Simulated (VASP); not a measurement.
Here is the system:

```
SrVO3
1.0
    3.83339     0.00000     0.00000
    0.00000     3.83339     0.00000
    0.00000     0.00000     3.83339
Sr V O
1 1 3
Direct
  0.00000   0.00000   0.00000
  0.50000   0.50000   0.50000
  0.50000   0.00000   0.50000
  0.00000   0.50000   0.50000
  0.50000   0.50000   0.00000
```

These are r2SCAN meta-GGA with spin-orbit coupling, VASP's PBE PAW potentials (set 64) (plane waves; VASP) values and carry that method's errors. Run with 520 eV cut-off, 7×7×7 Γ-centred mesh, Gaussian smearing of 0.050 eV, potentials Sr_sv V_sv O.

Problem. Predict the energy per atom (σ→0), band gap (over mesh and band path) with the smallest direct gap where there is one.

Solution. 
- band gap (over mesh and band path) = none (metal, semimetal or under 0.01 eV)
- energy per atom (σ→0) = -12.492 eV/atom

Only differences to runs with the same potentials and settings are physical.

The compound is SrVO3 in the cubic perovskite structure. It was relaxed first.
